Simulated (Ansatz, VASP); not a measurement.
**LaF4 in VASP and in Ansatz**

```
La F
1.0
     4.04354    0.00000    0.00000
    -2.02177    3.50181    0.00000
     0.00000    0.00000    6.51868
La F
1 4
Direct
  0.00000 0.00000 0.00000
  0.33333 0.66667 0.81743
  0.33333 0.66667 0.18257
  0.66667 0.33333 0.18257
  0.66667 0.33333 0.81743
```

Alike in both runs: functional PBE; k mesh 12 × 12 × 6; occupations gaussian, width 0.1 eV; no spin polarisation.

Ansatz relaxed the structure, and its values are those at the end. VASP's run is a single point on that final structure, the one shown.

|  | VASP | Ansatz |
| --- | --- | --- |
| version | VASP 6.6.1 | Ansatz 0.2.0 |
| potentials or method | VASP PAW PBE potentials, release 64 (La, F) | scalar-relativistic, plane waves, PAW |
| plane-wave cutoff (eV) | 520 | 420 |
| valence electrons in the cell | 39 | 39 |

Ansatz gave:

- gap on the k mesh at the Fermi level (eV): none
- pressure (GPa): 0.0
- rms of the force components (eV/Å): 0.000

Which values does VASP return?

gap on the k mesh at the Fermi level (eV): none; pressure (GPa): -0.3; rms of the force components (eV/Å): 0.004.

A gap of «none» marks a metal or a gap that the smearing closes. The functional is the same, so the differences come from potentials, cutoffs and numerics. Ansatz warned: «xc_potential_rough_in_thin_density».

Caveats: an odd number of electrons without spin polarisation forces a metal; a magnetic or distorted state may lie lower. The runs have no spin-orbit coupling, so splittings on La are missing.
